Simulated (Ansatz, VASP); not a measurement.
## SnTe in two plane-wave programs

Aim: how closely do two programs agree when they are given the same cell, functional and k mesh? The cell is taken from a series of runs on this material, whose earlier steps may have relaxed, scaled, displaced or heated it; both programs get it as it stands.

Program: Ansatz 0.2.0. Level of theory: plane waves, with VASP 6.6.1 beside it; zone-centre phonons at PBEsol. Results are calculated unless marked as measured.

### 1. The structure

It takes space group Fm-3m (No. 225, cubic). The conventional cell has a = 6.288 Å, b = 6.288 Å, c = 6.288 Å, α = 90.00°, β = 90.00°, γ = 90.00°. Sn has 6 Te at 3.14 Å nearest. Nearest to Te lie 6 Sn at 3.14 Å. Farther neighbours and most contacts between anions are not listed.

As a file:

```
Sn Te
1.0
     0.00000    3.14413    3.14413
     3.14413    0.00000    3.14413
     3.14413    3.14413    0.00000
Sn Te
1 1
Direct
  0.00000 0.00000 0.00000
  0.50000 0.50000 0.50000
```

### 2. VASP: zone-centre phonons, PBEsol, pair 1

Second derivatives magnify differences that forces hide, and they need a tight electronic threshold.

Lines of VASP's logs that name or quote its potential files are left out, and so is its time.

The input, INCAR:

```
SYSTEM = SnTe
PREC = Accurate
ENCUT = 500
EDIFF = 1E-08
NELM = 120
ISMEAR = 0
SIGMA = 0.01
LREAL = .FALSE.
ALGO = Normal
GGA = PS
NBANDS = 16
LORBIT = 11
LWAVE = .FALSE.
LCHARG = .FALSE.
ISIF = 2
IBRION = 8
LASPH = .TRUE.
GGA_COMPAT = .FALSE.
EFERMI = MIDGAP
KPAR = 2
```

The input, POSCAR:

```
SnTe
1.0
    0.0000000000      3.1441310500      3.1441310500
    3.1441310500      0.0000000000      3.1441310500
    3.1441310500      3.1441310500      0.0000000000
Sn Te
1 1
Direct
    0.0000000000      0.0000000000      0.0000000000
    0.5000000000      0.5000000000      0.5000000000
```

The input, KPOINTS:

```
Automatic mesh
0
Gamma
12 12 12
0 0 0
```

PAW data sets: Sn_d and Te (PBE family, release 64).

On the command line:

```
> mpirun -np 2 vasp_std
```

Numbers of over 12 decimals in the logs are rounded to 6 here.

Output:

```text
[banner, memory and clock lines left out]
running    2 mpi-ranks, on    1 nodes
 distrk:  each k-point on    1 cores,    2 groups
 distr:  one band on    1 cores,    1 groups

 POSCAR found type information on POSCAR SnTe
 POSCAR found :  2 types and       2 ions
|                                                                             |
|               ----> ADVICE to this user running VASP <----                  |
|                                                                             |
|     You enforced a specific xc type in the INCAR file but a different       |
|     [... a line on the potential file left out ...]
|     I HOPE YOU KNOW WHAT YOU ARE DOING!                                     |
|                                                                             |

 LDA part: xc-table for (Slater+PW92), standard interpolation
 POSCAR, INCAR and KPOINTS ok, starting setup
 FFT: planning ... GRIDC
 FFT: planning ... GRID_SOFT
 FFT: planning ... GRID
 WAVECAR not read
 entering main loop
       N       E                     dE             d eps       ncg     rms          rms(c)
DAV:   1     0.121437983641E+03    0.12144E+03   -0.94271E+03  2328   0.139E+03
DAV:   2     0.164510808247E+01   -0.11979E+03   -0.11710E+03  2512   0.343E+02
DAV:   3    -0.812764429565E+01   -0.97728E+01   -0.97014E+01  2904   0.872E+01
DAV:   4    -0.838326096024E+01   -0.25562E+00   -0.25558E+00  2752   0.153E+01
DAV:   5    -0.839404252847E+01   -0.10782E-01   -0.10781E-01  3416   0.284E+00    0.477E+00
DAV:   6    -0.834183705416E+01    0.52205E-01   -0.11755E-01  3264   0.276E+00    0.298E+00
DAV:   7    -0.833965087594E+01    0.21862E-02   -0.43597E-02  3000   0.133E+00    0.701E-01
DAV:   8    -0.833908570659E+01    0.56517E-03   -0.66172E-03  2960   0.719E-01    0.145E-01
DAV:   9    -0.833914953222E+01   -0.63826E-04   -0.52016E-04  3224   0.214E-01    0.381E-02
DAV:  10    -0.833913232754E+01    0.17205E-04   -0.62579E-05  3040   0.747E-02    0.204E-02
DAV:  11    -0.833913163013E+01    0.69741E-06   -0.25619E-05  3056   0.432E-02    0.221E-02
DAV:  12    -0.833913148147E+01    0.14866E-06   -0.20462E-06  2952   0.118E-02    0.113E-02
DAV:  13    -0.833913134513E+01    0.13634E-06   -0.12673E-07  2992   0.245E-03    0.603E-03
DAV:  14    -0.833913134020E+01    0.49331E-08   -0.11001E-07  3064   0.415E-03    0.214E-03
DAV:  15    -0.833913129525E+01    0.44951E-07   -0.19874E-08  2336   0.730E-04    0.884E-04
DAV:  16    -0.833913130697E+01   -0.11728E-07   -0.10213E-09  1488   0.206E-04    0.753E-04
DAV:  17    -0.833913132524E+01   -0.18268E-07   -0.21203E-10  1392   0.105E-04    0.198E-04
DAV:  18    -0.833913132733E+01   -0.20846E-08   -0.56293E-11  1376   0.591E-05
   1 F= -.83391313E+01 E0= -.83391313E+01  d E =-.168853E-32
 Linear response reoptimize wavefunctions to high precision
DAV:   1    -0.833913132786E+01   -0.53433E-09   -0.33185E-11  1528   0.563E-05
DAV:   2    -0.833913132787E+01   -0.68212E-11   -0.62936E-12  1392   0.214E-05
 Linear response DOF=           2
 Linear response progress:
  Degree of freedom:   1/  2
       N       E                     dE             d eps       ncg     rms          rms(c)
RMM:   1    -0.215344280261E+00   -0.21534E+00    0.29755E-01  6318   0.104E+01
RMM:   2    -0.220544895349E+00   -0.52006E-02   -0.11990E-02  9175   0.867E-01    0.798E-02
RMM:   3    -0.220383359371E+00    0.16154E-03   -0.93183E-04 10113   0.243E-01    0.429E-02
RMM:   4    -0.220091114748E+00    0.29224E-03   -0.84853E-05 10093   0.735E-02    0.845E-03
RMM:   5    -0.220080212448E+00    0.10902E-04   -0.78087E-06 10402   0.224E-02    0.363E-03
RMM:   6    -0.220085265978E+00   -0.50535E-05   -0.12937E-06 10216   0.768E-03    0.132E-03
RMM:   7    -0.220084904193E+00    0.36179E-06   -0.31706E-07 10522   0.299E-03    0.709E-04
RMM:   8    -0.220081835510E+00    0.30687E-05    0.43522E-07 10212   0.130E-03    0.146E-04
RMM:   9    -0.220082041982E+00   -0.20647E-06    0.52748E-07 10782   0.584E-04    0.202E-04
RMM:  10    -0.220081779797E+00    0.26218E-06    0.65908E-07 10644   0.291E-04    0.156E-04
RMM:  11    -0.220081866322E+00   -0.86525E-07    0.51260E-07 11226   0.152E-04    0.294E-04
RMM:  12    -0.220081489280E+00    0.37704E-06    0.25148E-07 10220   0.108E-04    0.115E-04
RMM:  13    -0.220081347852E+00    0.14143E-06    0.11983E-07 10729   0.650E-05    0.274E-05
RMM:  14    -0.220081312329E+00    0.35523E-07    0.53557E-08 11109   0.407E-05    0.154E-05
RMM:  15    -0.220081245838E+00    0.66491E-07    0.28182E-08 10173   0.329E-05    0.249E-06
RMM:  16    -0.220081239505E+00    0.63325E-08    0.10998E-08  9664   0.268E-05    0.144E-06
 first order change of Fermi-energy   0.12359E-03
 force on displaced ion       1 direction 1 :  -0.234   0.000   0.000
 Linear response progress:
  Degree of freedom:   2/  2
       N       E                     dE             d eps       ncg     rms          rms(c)
RMM:   1    -0.468512167487E-01   -0.46851E-01    0.67294E-02 11083   0.865E-01
RMM:   2    -0.473936786472E-01   -0.54246E-03   -0.19741E-03  9789   0.216E-01    0.629E-02
RMM:   3    -0.475721163122E-01   -0.17844E-03   -0.16271E-04  9921   0.620E-02    0.471E-02
RMM:   4    -0.478368044345E-01   -0.26469E-03   -0.23881E-05  9809   0.309E-02    0.583E-03
RMM:   5    -0.478469441913E-01   -0.10140E-04   -0.10249E-06 10108   0.733E-03    0.307E-03
RMM:   6    -0.478443657916E-01    0.25784E-05   -0.97418E-08  9793   0.214E-03    0.670E-04
RMM:   7    -0.478438934790E-01    0.47231E-06   -0.27614E-09 10040   0.485E-04    0.137E-04
RMM:   8    -0.478438243878E-01    0.69091E-07   -0.44410E-08  9944   0.162E-04    0.283E-05
RMM:   9    -0.478437068700E-01    0.11752E-06    0.36810E-07 10486   0.569E-05    0.194E-05
RMM:  10    -0.478437796626E-01   -0.72793E-07    0.17859E-07 10751   0.220E-05    0.310E-06
RMM:  11    -0.478437589144E-01    0.20748E-07    0.48699E-08  9825   0.144E-05    0.102E-06
RMM:  12    -0.478437606312E-01   -0.17168E-08   -0.18211E-08  7347   0.108E-05    0.499E-07
 first order change of Fermi-energy   0.75050E-04
 force on displaced ion       2 direction 1 :  -0.207   0.000   0.000
 Linear response finished
```

Parts of OUTCAR (step 2):

```text
ion  position               nearest neighbor table
   1  0.000  0.000  0.000-   2 3.14   2 3.14   2 3.14   2 3.14   2 3.14   2 3.14
   2  0.500  0.500  0.500-   1 3.14   1 3.14   1 3.14   1 3.14   1 3.14   1 3.14

  LATTYP: Found a face centered cubic cell.
 ALAT       =     6.2882621000

 Subroutine GETGRP returns: Found 48 space group operations
 (whereof 48 operations were pure point group operations)

The static configuration has the point symmetry O_h .

 Found     72 irreducible k-points:

   k-points           NKPTS =     72   k-points in BZ     NKDIM =     72   number of bands    NBANDS=     16

   dimension x,y,z NGX =    32 NGY =   32 NGZ =   32
   dimension x,y,z NGXF=    64 NGYF=   64 NGZF=   64

   ENCUT  =  500.0 eV  36.75 Ry    6.06 a.u.   8.11  8.11  8.11*2*pi/ulx,y,z

   NELECT =      20.0000    total number of electrons

 k-points in reciprocal lattice and weights: Automatic mesh
   0.00000000  0.00000000  0.00000000       0.001
   0.08333333  0.00000000  0.00000000       0.005
   0.16666667  0.00000000  0.00000000       0.005
   0.25000000  0.00000000  0.00000000       0.005
   0.33333333  0.00000000  0.00000000       0.005
   0.41666667  0.00000000  0.00000000       0.005
   0.50000000  0.00000000  0.00000000       0.002
   0.08333333  0.08333333  0.00000000       0.003
   0.16666667  0.08333333  0.00000000       0.014
[...]
-0.33333333  0.50000000  0.16666667       0.007
  -0.25000000  0.50000000  0.25000000       0.003

 average (electrostatic) potential at core
       1-100.3305       2 -87.6369

  Total        0.0057702      0.0057702      0.0057702      0.0000000     -0.0000000     -0.0000000
  in kB        0.1487200      0.1487200      0.1487200      0.0000000     -0.0000000     -0.0000000
  external PRESSURE =       0.1487200 kB  Pullay stress =       0.0000000 kB

  energy-cutoff  :      500.00
  volume of cell :       62.16
      direct lattice vectors                 reciprocal lattice vectors
     0.000000000  3.144131050  3.144131050    -0.159026450  0.159026450  0.159026450
     3.144131050  0.000000000  3.144131050     0.159026450 -0.159026450  0.159026450
     3.144131050  3.144131050  0.000000000     0.159026450  0.159026450 -0.159026450

 POSITION                                       TOTAL-FORCE (eV/Angst)
 -----------------------------------------------------------------------------------
      0.00000      0.00000      0.00000         0.000000      0.000000      0.000000
      3.14413      3.14413      3.14413        -0.000000      0.000000     -0.000000
 -----------------------------------------------------------------------------------
    total drift:                                0.000000     -0.000000     -0.000000

 Eigenvectors and eigenvalues of the dynamical matrix
 ----------------------------------------------------

   1 f  =    0.937664 THz     5.891515 2PiTHz   31.277097 cm-1     3.877864 meV
             X         Y         Z           dx          dy          dz
      0.000000  0.000000  0.000000     0.740662   -0.000000   -0.000000
      3.144131  3.144131  3.144131    -0.671878    0.000000   -0.000000

   2 f  =    0.937664 THz     5.891515 2PiTHz   31.277097 cm-1     3.877864 meV
             X         Y         Z           dx          dy          dz
      0.000000  0.000000  0.000000     0.000000    0.000000    0.740662
      3.144131  3.144131  3.144131     0.000000   -0.000000   -0.671878

   3 f  =    0.937664 THz     5.891515 2PiTHz   31.277097 cm-1     3.877864 meV
             X         Y         Z           dx          dy          dz
      0.000000  0.000000  0.000000    -0.000000   -0.740662   -0.000000
      3.144131  3.144131  3.144131     0.000000    0.671878   -0.000000

   4 f/i=    0.028708 THz     0.180376 2PiTHz    0.957585 cm-1     0.118725 meV
             X         Y         Z           dx          dy          dz
      0.000000  0.000000  0.000000    -0.111448   -0.389825    0.535757
      3.144131  3.144131  3.144131    -0.122858   -0.429734    0.590606

   5 f/i=    0.028708 THz     0.180376 2PiTHz    0.957585 cm-1     0.118725 meV
             X         Y         Z           dx          dy          dz
      0.000000  0.000000  0.000000     0.660259   -0.020003    0.122793
      3.144131  3.144131  3.144131     0.727853   -0.022051    0.135363

   6 f/i=    0.028708 THz     0.180376 2PiTHz    0.957585 cm-1     0.118725 meV
             X         Y         Z           dx          dy          dz
      0.000000  0.000000  0.000000    -0.055294    0.546860    0.386402
      3.144131  3.144131  3.144131    -0.060955    0.602846    0.425960

 ELASTIC MODULI CONTR FROM IONIC RELAXATION (kBar)
 Direction    XX          YY          ZZ          XY          YZ          ZX
 --------------------------------------------------------------------------------
 XX           0.0000      0.0000      0.0000      0.0000      0.0000      0.0000
 YY           0.0000      0.0000      0.0000      0.0000      0.0000      0.0000
 ZZ           0.0000      0.0000      0.0000      0.0000      0.0000      0.0000
 XY           0.0000      0.0000      0.0000      0.0000      0.0000      0.0000
 YZ           0.0000      0.0000      0.0000      0.0000      0.0000      0.0000
 ZX           0.0000      0.0000      0.0000      0.0000      0.0000      0.0000
 --------------------------------------------------------------------------------
```

### 3. Ansatz: zone-centre phonons, PBEsol, pair 1

Ansatz runs on its PAW soft_1 files.

The same cell, functional, mesh and smearing now go to Ansatz, which takes its cutoff from its data sets.

The input, input.yaml:

```yaml
crystal:
  lattice:
    - [0.0, 3.14413105, 3.14413105]
    - [3.14413105, 0.0, 3.14413105]
    - [3.14413105, 3.14413105, 0.0]
  atoms:
    - { symbol: Sn, position: [0.0, 0.0, 0.0] }
    - { symbol: Te, position: [0.5, 0.5, 0.5] }
kpoints:
  mp_grid: { grid: [12, 12, 12] }
hamiltonian:
  xc: pbesol
  pseudopotentials: { kind: paw, azcp: { folder: soft_1 }, xc_functional: pbe }
scf:
  occupations: { method: gaussian, width: 0.01 }
output:
  eigenvalues: true
phonons:
  method: dfpt
```

On the command line:

```
> ansatz run input.yaml --threads 4 --pin off --max-ram 10240MiB --backend cpu --events-out ev --progress --plain --runs-dir out
```

Output:

```text
Engine: ansatz 0.2.0, x86_64-unknown-linux-gnu
Pseudopotentials: kind: paw
Pseudopotential: Sn, paw, valence charge 14, recommended cutoff 420 eV (normal), soft_1/Sn.paw.azcp
Pseudopotential: Te, paw, valence charge 16, recommended cutoff 420 eV (normal), soft_1/Te.paw.azcp
Functional definition: PBEsol
  exchange = pbesol_x
  correlation = pbesol_c
Crystal: 2 atoms, lattice volume = 62.163 Å³
Basis set: ecut = 420 eV, 1243 PW (Γ), exchange–correlation on 60×60×60 points (8 copies of the dense FFT grid, shifted against one another)
Bands: 19, of which v1, the nominal top of the filled ones, is band 15 counted from 1 (14 counted from 0)
Symmetry: 48 space group operations
k-points: 163 of 1728 (irreducible under 8 space group operations, time reversal used)
Non-local potential: Sn, projectors of the file, l = 0: 2, l = 1: 2, l = 2: 2, l = 3: 1
Non-local potential: Te, projectors of the file, l = 0: 2, l = 1: 2, l = 2: 2, l = 3: 1
PAW form: soft (Blöchl's): semilocal exchange-correlation on the pseudo side does not see the compensation charge
PAW frozen core: Sn, regenerated for the run's functional, and the local potential with it (the file was generated under x = pbe(κ = 0.804, μ = 0.219515), c = pbe(β = 0.066725))
PAW frozen core: Te, regenerated for the run's functional, and the local potential with it (the file was generated under x = pbe(κ = 0.804, μ = 0.219515), c = pbe(β = 0.066725))
PAW one-centre angular grid: Sn, 590 points (default); XC on 64 Gauss nodes
PAW one-centre angular grid: Te, 590 points (default); XC on 64 Gauss nodes
Initial density: superposition of atomic densities (chi_scale 0.1, normalization cell, long waves kept (reshape's long-wave potential 0.00 eV rms))
Initial wavefunctions: pseudopotential atomic-orbital guess
Functional: x = pbesol(κ = 0.804, μ = 0.123457), c = pbesol(β = 0.046)
SCF iter   1: F=—  HF=-12852.013042 eV  |F-HF|=—  |Δ(HF+E_count)|=         —  Δρ=1.07e-2  dr2=7.04e-2  ethr=3.10e-3  ⟨swp⟩=7.6  Hψ=17992  notcnv=0
preconditioner: auto → none  [insulator: Δε(μ)=0.174 eV  Ē_g=8.699 eV  σ=0.010 eV  W_gap=1.00  n_scr=14 (ndim 8)  ℏωp=14.9 eV  f_vac=0.000  D(μ)=0.00/eV (n_scr^D=0)  ε∞_Penn≈3.9]
SCF iter   2: F=—  HF=-12852.007734 eV  |F-HF|=—  |Δ(HF+E_count)|=   5.31e-3  Δρ=5.38e-3  dr2=1.86e-2  ethr=2.35e-4  ⟨swp⟩=2.0  Hψ=5048  notcnv=0
SCF iter   3: F=—  HF=-12852.007742 eV  |F-HF|=—  |Δ(HF+E_count)|=   7.63e-6  Δρ=4.15e-4  dr2=4.47e-5  ethr=6.20e-5  ⟨swp⟩=3.2  Hψ=5970  notcnv=0
SCF iter   4: F=—  HF=-12852.007753 eV  |F-HF|=—  |Δ(HF+E_count)|=   1.14e-5  Δρ=1.22e-4  dr2=8.19e-6  ethr=1.49e-7  ⟨swp⟩=2.2  Hψ=6076  notcnv=0
SCF iter   5: F=—  HF=-12852.007747 eV  |F-HF|=—  |Δ(HF+E_count)|=   6.36e-6  Δρ=2.58e-5  dr2=1.07e-7  ethr=2.73e-8  ⟨swp⟩=2.0  Hψ=5542  notcnv=0
SCF iter   6: F=—  HF=-12852.007747 eV  |F-HF|=—  |Δ(HF+E_count)|=   1.14e-7  Δρ=5.81e-6  dr2=1.29e-8  ethr=3.56e-10  ⟨swp⟩=2.0  Hψ=5542  notcnv=0
SCF iter   7: F=—  HF=-12852.007747 eV  |F-HF|=—  |Δ(HF+E_count)|=   3.45e-9  Δρ=1.14e-6  dr2=5.99e-10  ethr=4.29e-11  ⟨swp⟩=2.0  Hψ=5542  notcnv=0
SCF iter   8: F=-12852.007747 eV  HF=-12852.007747 eV  |F-HF|=0.00e0  |Δ(HF+E_count)|=  3.57e-10  Δρ=1.42e-7  dr2=8.14e-12  ethr=1.00e-12  ⟨swp⟩=5.7  Hψ=18390  notcnv=0
SCF 1 converged in 8 iterations: F = -12852.007747 eV  dr2 = 8.14e-12
  greatest PAW one-centre occupation: 0.998 electrons in one spin orbital (limit 2), on the Te atom at site 1 (counted from 0), in its partial waves of l = 2
DFPT response loops at Γ: preconditioner auto → Resta (q_TF=auto, 2.416 Å⁻¹)  ε∞=19.3 (no band partly filled); β = 1.00, the filter's whole step (`scf.mixing.beta` (0.50) is not read by the response loops at its default; to damp them type it under 1.00, their step now; it binds the ground state too); Broyden in place of MSR1
SCF converged after 8 iterations
Free energy (F): -12852.007747 eV
Harris-Foulkes:  -12852.007747 eV  (|F-HF|=0.00e0)
Internal energy: -12852.007747 eV  (E = F + TS)
E sigma→0 (E₀):  -12852.007747 eV
Fermi energy:    9.673012 eV
--- Per-component energies (eV) ---
  E_band       = -353.559655
  E_kinetic    = 339.408955
  E_local      = -2674.176361  (includes V_loc(G=0)·N_el)
  E_nonlocal   = 215.555438
  E_hartree    = 1333.122646
  E_xc         = -246.435696
  E_vxc        = -182.422630  (∫ρ·V_xc dr)
  E_paw        = -8888.400514  (= ΣΔE_a)
  E_vpaw       = -718.170899  (= ΣTr[D̂ρ^β])
  E_aug_tail   = 0.000378  (compensation charges beyond the density's cutoff)
  E_ewald      = -2931.742244
  E_core_change = 0.659651  (= ΣΔE_core)
  E_smearing   = -0.000000  (= −TS)
  E_closure    = 0.000000  (closes the sum)
  Σ components = -12852.007747   (vs F -12852.007747, Δ=0.00e0)
--- Band table (eV; the first three rows and the last of 163) ---
  k-point 0: bands = [... 11 lower, 4.9532, 7.4980, 7.4980, 7.4980, 12.9951, 12.9951, 12.9951, 14.3751]
  k-point 1: bands = [... 11 lower, 4.5966, 7.5075, 7.5075, 7.7574, 12.6491, 12.6491, 12.6595, 14.3046]
  k-point 2: bands = [... 11 lower, 3.8203, 7.5401, 7.5401, 8.2469, 11.9401, 11.9401, 11.9717, 14.3353]
  k-point 162: bands = [... 11 lower, 2.2395, 4.7645, 4.7645, 8.8331, 10.4732, 14.2282, 14.2282, 15.7201]
--- Phonons (Γ-DFPT): 2 representative perturbations + reference, on 163 of 1728 k-points (Σ response iterations 6) ---
  k mesh reduced under 8 symmetry operations, with k and −k counted as one. Each operation leaves every solved perturbation unchanged. A smaller set is not used because it would not reduce the number of displacements times k-points to solve
  ASR residual: 1.573e-4 → 0.000e0 eV/Å²; symmetrization residual: 7.803e-7 eV/Å²
  ASR residual per site (eV/Å²): 4.24e-5 1.57e-4
  Γ frequencies (cm⁻¹): 0.00 0.00 0.00 27.41 27.41 27.41
  non-analytic LO–TO correction: not included (Born effective charges unavailable; polar crystals: no LO–TO splitting at Γ)
```

Reading the cycles: dr2 is the Hartree energy of the density residual (eV), the measure of convergence; HF is the Harris–Foulkes estimate of the energy, which meets the free energy F at convergence.

### 4. Comparison

Known differences besides the potentials themselves: the data sets hold 30 valence electrons in Ansatz (on its PAW soft_1 files) and 20 in VASP; the cutoff is 420 eV in Ansatz and 500 eV in VASP; Ansatz makes its cores anew for this functional, VASP keeps those of its PBE data sets. Total energies have different zeros and are not compared.

The two programs side by side:

```csv
quantity,Ansatz,VASP,difference
optical mode 1 to 3 (cm⁻¹),27.4,31.3,-3.9
```

Modes are paired by rising frequency, not by their patterns, so a pair may set unlike modes beside each other; they are those without the splitting of longitudinal modes.

(Part 1 of 2 ends here.)

[Lines on the potential files, build, host, timing and source positions are cut from VASP's logs without a mark.]

[Logs are printed without paths, hosts, clocks, repeated set-up lines and the standing remarks that a program may print on its own settings, such as how far it seeks lower states.]

[Hosts, paths, dates, database ids (printed as entryN), source tags and the programs' standing remarks are cut or masked in the printed files.]
